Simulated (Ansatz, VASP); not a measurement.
# Cross-check of Pt (Pt(110)-(1x2) missing row) between VASP and Ansatz, part 2 of 2

Aim: how closely do two programs agree when they are given the same cell, functional and k mesh? The cell is taken from a series of runs on this material, whose earlier steps may have relaxed, scaled, displaced or heated it; both programs get it as it stands.

VASP 6.6.1 and Ansatz 0.2.0.

So far: The starting structure; Ansatz: single point, PBE with D3(BJ).

## (3) VASP: single point, PBE with D3(BJ)

Level of this step: PBE with D3(BJ); plane waves and PAW (Pt) (VASP).

The same cell, functional, mesh and smearing now go to VASP, with its own data sets.

Lines of VASP's logs that name or quote its potential files are left out, and so is its time.

INCAR reads:

```
SYSTEM = Pt
PREC = Accurate
ENCUT = 400
EDIFF = 1E-06
NELM = 120
ISMEAR = -1
SIGMA = 0.05
LREAL = .FALSE.
ALGO = Normal
GGA = PE
IVDW = 12
NBANDS = 55
LASPH = .TRUE.
LORBIT = 11
LWAVE = .FALSE.
LCHARG = .FALSE.
ISIF = 2
LDIPOL = .TRUE.
IDIPOL = 3
DIPOL = 0.5 0.5 0.487
LVHAR = .TRUE.
GGA_COMPAT = .FALSE.
NELMDL = -8
KPAR = 2
```

POSCAR reads:

```
Pt
1.0
    7.8400000000      0.0000000000      0.0000000000
    0.0000000000      2.7718585823      0.0000000000
    0.0000000000      0.0000000000     22.5437171645
Pt
9
Direct
    0.0000000000      0.0000000000      0.3770451846
    0.5000000000      0.0000000000      0.3770451846
    0.2500000000      0.5000000000      0.4385225923
    0.7500000000      0.5000000000      0.4385225923
    0.0000000000      0.0000000000      0.4975416715
    0.5000000000      0.0000000000      0.5066161888
    0.2570088238      0.5000000000      0.5653993493
    0.7429911762      0.5000000000      0.5653993493
    0.0000000000      0.0000000000      0.6160446868
```

KPOINTS reads:

```
Automatic mesh
0
Gamma
8 22 1
0 0 0
```

The projector-augmented-wave data sets are Pt (PBE family, release 64).

The run is started by

```console
$ mpirun -np 2 vasp_std
```

Numbers of over 12 decimals in the logs are rounded to 6 here.

The log of the run:

```text
[banner, memory and clock lines left out]
running    2 mpi-ranks, on    1 nodes
 distrk:  each k-point on    1 cores,    2 groups
 distr:  one band on    1 cores,    1 groups

 POSCAR found type information on POSCAR Pt
 POSCAR found :  1 types and       9 ions
 LDA part: xc-table for (Slater+PW92), standard interpolation
 POSCAR, INCAR and KPOINTS ok, starting setup
 FFT: planning ... GRIDC
 FFT: planning ... GRID_SOFT
 FFT: planning ... GRID
 WAVECAR not read
 entering main loop
       N       E                     dE             d eps       ncg     rms          rms(c)
DAV:   1     0.568959907618E+03    0.56896E+03   -0.32493E+04  6648   0.109E+03
DAV:   2    -0.624261644017E+01   -0.57520E+03   -0.53859E+03  8671   0.242E+02
DAV:   3    -0.514391600408E+02   -0.45197E+02   -0.41645E+02  7864   0.651E+01
DAV:   4    -0.533530611062E+02   -0.19139E+01   -0.17655E+01  8754   0.125E+01
DAV:   5    -0.534154656740E+02   -0.62405E-01   -0.61284E-01  8437   0.213E+00
DAV:   6    -0.534174431888E+02   -0.19775E-02   -0.19768E-02  9214   0.382E-01
DAV:   7    -0.534174931433E+02   -0.49954E-04   -0.49951E-04  8569   0.569E-02
DAV:   8    -0.534174953006E+02   -0.21573E-05   -0.21572E-05  7596   0.105E-02    0.294E+01
DAV:   9    -0.513329823759E+02    0.20845E+01   -0.11619E+01  7631   0.191E+01    0.213E+01
DAV:  10    -0.658081051117E+02   -0.14475E+02   -0.91023E+01  8116   0.528E+01    0.292E+01
DAV:  11    -0.593188933419E+02    0.64892E+01   -0.54462E+01  8583   0.486E+01    0.250E+01
DAV:  12    -0.518610659003E+02    0.74578E+01   -0.25135E+01  8014   0.317E+01    0.108E+01
DAV:  13    -0.507604939617E+02    0.11006E+01   -0.98466E+00  7324   0.200E+01    0.891E+00
DAV:  14    -0.504894768310E+02    0.27102E+00   -0.57833E+00  7426   0.127E+01    0.764E+00
[...]
DAV:  30    -0.500344423292E+02   -0.18344E-04   -0.22857E-06  4823   0.786E-03    0.694E-03
DAV:  31    -0.500344506679E+02   -0.83388E-05   -0.10850E-06  4216   0.509E-03    0.247E-03
DAV:  32    -0.500344554286E+02   -0.47606E-05   -0.43735E-07  4317   0.246E-03    0.123E-03
DAV:  33    -0.500344587605E+02   -0.33319E-05   -0.18426E-07  4089   0.156E-03    0.115E-03
DAV:  34    -0.500344613049E+02   -0.25444E-05   -0.11226E-07  4137   0.799E-04    0.136E-03
DAV:  35    -0.500344623484E+02   -0.10435E-05   -0.13586E-07  4149   0.174E-03    0.509E-04
DAV:  36    -0.500344643581E+02   -0.20096E-05   -0.92866E-08  4095   0.781E-04    0.310E-04
DAV:  37    -0.500344647606E+02   -0.40256E-06   -0.24905E-08  4161   0.334E-04
   1 F= -.54361182E+02 E0= -.54294801E+02  d E =-.132761E+00
```

Parts of OUTCAR (step 3):

```text
ion  position               nearest neighbor table
   1  0.000  0.000  0.377-   5 2.72   4 2.77   3 2.77   3 2.77   4 2.77
   2  0.500  0.000  0.377-   3 2.77   4 2.77   3 2.77   4 2.77   6 2.92
   3  0.250  0.500  0.439-   5 2.74   5 2.74   1 2.77   1 2.77   2 2.77   2 2.77   6 2.85   6 2.85
                             7 2.86
   4  0.750  0.500  0.439-   5 2.74   5 2.74   1 2.77   1 2.77   2 2.77   2 2.77   6 2.85   6 2.85
                             8 2.86
   5  0.000  0.000  0.498-   9 2.67   1 2.72   4 2.74   3 2.74   3 2.74   4 2.74   8 2.88   7 2.88
                             7 2.88   8 2.88
   6  0.500  0.000  0.507-   7 2.70   8 2.70   7 2.70   8 2.70   3 2.85   4 2.85   3 2.85   4 2.85
                             2 2.92
   7  0.257  0.500  0.565-   9 2.70   9 2.70   6 2.70   6 2.70   3 2.86   5 2.88   5 2.88
   8  0.743  0.500  0.565-   9 2.70   9 2.70   6 2.70   6 2.70   4 2.86   5 2.88   5 2.88
   9  0.000  0.000  0.616-   5 2.67   7 2.70   8 2.70   7 2.70   8 2.70

  LATTYP: Found a simple orthorhombic cell.
 ALAT       =     2.7718585823
 B/A-ratio  =     2.8284271247
 C/A-ratio  =     8.1330690204

 Subroutine GETGRP returns: Found  4 space group operations
 (whereof  4 operations were pure point group operations)

The static configuration has the point symmetry C_2v.

 Found     60 irreducible k-points:

   k-points           NKPTS =     60   k-points in BZ     NKDIM =     60   number of bands    NBANDS=     55

   dimension x,y,z NGX =    54 NGY =   18 NGZ =  150
   dimension x,y,z NGXF=   108 NGYF=   36 NGZF=  300

   ENCUT  =  400.0 eV  29.40 Ry    5.42 a.u.  12.79  4.52 36.76*2*pi/ulx,y,z

   NELECT =      90.0000    total number of electrons

 k-points in reciprocal lattice and weights: Automatic mesh
   0.00000000  0.00000000  0.00000000       0.006
   0.12500000  0.00000000  0.00000000       0.011
   0.25000000  0.00000000  0.00000000       0.011
   0.37500000  0.00000000  0.00000000       0.011
   0.50000000  0.00000000  0.00000000       0.006
   0.00000000  0.04545455  0.00000000       0.011
   0.12500000  0.04545455  0.00000000       0.023
   0.25000000  0.04545455  0.00000000       0.023
   0.37500000  0.04545455  0.00000000       0.023
[...]
0.37500000  0.50000000  0.00000000       0.011
   0.50000000  0.50000000  0.00000000       0.006

 dipolmoment           0.000000      0.000000      0.009345 electrons x Angstroem

 average (electrostatic) potential at core
       1 -74.0924       2 -74.0056       3 -74.8007       4 -74.8007       5 -74.9849
       6 -74.9248       7 -74.3798       8 -74.3798       9 -74.3848

 E-fermi :  -0.7767

 k-point     1 :       0.0000    0.0000    0.0000
  band No.  band energies     occupation
    ...
     43      -1.1302      1.99830
     44      -1.0481      1.99125
     45      -0.9155      1.88265
     46      -0.8350      1.52471
     47      -0.7692      0.92436
     48      -0.6853      0.27686
     49      -0.5047      0.00864
     50      -0.4694      0.00427
     51      -0.4598      0.00353
     52      -0.1876      0.00002
    ...

 k-point     2 :       0.1250    0.0000    0.0000
  band No.  band energies     occupation
    ...
     43      -1.1396      1.99859
     44      -1.0690      1.99423
     45      -1.0496      1.99151
     46      -0.8848      1.79337
     47      -0.7910      1.14175
     48      -0.6237      0.08955
     49      -0.6109      0.06996
     50      -0.5187      0.01141
     51      -0.2165      0.00003
     52       0.1447      0.00000
    ...

 k-point     3 :       0.2500    0.0000    0.0000
  band No.  band energies     occupation
    ...
     43      -1.2256      1.99975
     44      -1.0512      1.99177
     45      -0.9809      1.96688
     46      -0.9445      1.93255
     47      -0.7519      0.75645
     48      -0.5695      0.03120
     49      -0.5687      0.03073
     50      -0.5311      0.01461
     51      -0.2869      0.00011
     52      -0.1353      0.00001
    ...

 Edisp (eV)   -4.32672

  Total      -9.27175   -13.37544    -2.69701     0.00000     0.00000     0.00000
  in kB     -30.32211   -43.74274    -8.82025     0.00000     0.00000     0.00000
  external pressure =      -27.63 kB  Pullay stress =        0.00 kB

  energy-cutoff  :      400.00
  volume of cell :      489.91
      direct lattice vectors                 reciprocal lattice vectors
     7.840000000  0.000000000  0.000000000     0.127551020  0.000000000  0.000000000
     0.000000000  2.771858582  0.000000000     0.000000000  0.360768766  0.000000000
     0.000000000  0.000000000 22.543717164     0.000000000  0.000000000  0.044358257

 POSITION                                       TOTAL-FORCE (eV/Angst)
 -----------------------------------------------------------------------------------
      0.00000      0.00000      8.50000         0.000000      0.000000      0.581203
      3.92000      0.00000      8.50000         0.000000      0.000000      0.958017
      1.96000      1.38593      9.88593         0.668962     -0.000000     -0.701051
      5.88000      1.38593      9.88593        -0.668962      0.000000     -0.701051
      0.00000      0.00000     11.21644         0.000000      0.000000     -0.029584
      3.92000      0.00000     11.42101         0.000000      0.000000      0.010511
      2.01495      1.38593     12.74620         0.006502      0.000000     -0.033205
      5.82505      1.38593     12.74620        -0.006502      0.000000     -0.033205
      0.00000      0.00000     13.88794         0.000000      0.000000     -0.051635
 -----------------------------------------------------------------------------------
    total drift:                                0.000000     -0.000000      0.000062

  FREE ENERGIE OF THE ION-ELECTRON SYSTEM (eV)
  ---------------------------------------------------
  free  energy   TOTEN  =       -54.3611815545 eV

  energy  without entropy=      -54.2284208059  energy(sigma->0) =      -54.29480118

 vacuum level on the upper side and lower side of the slab         4.556         4.479

 total charge
# of ion       s       p       d       tot
------------------------------------------
    1        0.608   0.354   8.084   9.046
    2        0.605   0.344   8.054   9.003
    3        0.625   0.550   7.991   9.166
    4        0.625   0.550   7.991   9.166
    5        0.622   0.583   8.017   9.222
    6        0.650   0.568   7.976   9.194
    7        0.635   0.467   8.035   9.138
    8        0.635   0.467   8.035   9.138
    9        0.659   0.415   8.049   9.123
--------------------------------------------------
tot          5.665   4.299  72.232  82.196

[... 3 further parts left out ...]
```

Dispersion corrections of this kind ignore metallic screening and tend to overbind metals.

## (4) Side by side

Known differences besides the potentials themselves: the data sets hold 162 valence electrons in Ansatz (on its default PAW (the set named soft_2) files) and 90 in VASP; the cutoff is 420 eV in Ansatz and 400 eV in VASP. Total energies have different zeros and are not compared.

The two programs side by side:

```tsv
quantity	Ansatz	VASP	difference
work function, lower of the two faces (eV)	5.25	5.26	0.00
work function, higher of the two faces (eV)	5.33	5.33	0.00
```

Where the cell holds vacuum, a pressure given here is an average over it and none of the material.

## (5) Outcome

| Quantity | Value |
| --- | --- |
| difference in work function, higher of the two faces (single point, PBE with D3(BJ)) | -0.0041 eV |

In words: The difference in work function, higher of the two faces is -0.0041 eV (single point, PBE with D3(BJ)). The data sets hold unlike numbers of valence electrons (162 in Ansatz and 90 in VASP), so part of the differences may come from the potentials. How closely two codes agree says nothing of how well the functional describes the real material.

[Lines on the potential files, build, host, timing and source positions are cut from VASP's logs without a mark.]

[Logs are printed without paths, hosts, clocks, repeated set-up lines and the standing remarks that a program may print on its own settings, such as how far it seeks lower states.]

[Hosts, paths, dates, database ids (printed as entryN), source tags and the programs' standing remarks are cut or masked in the printed files.]
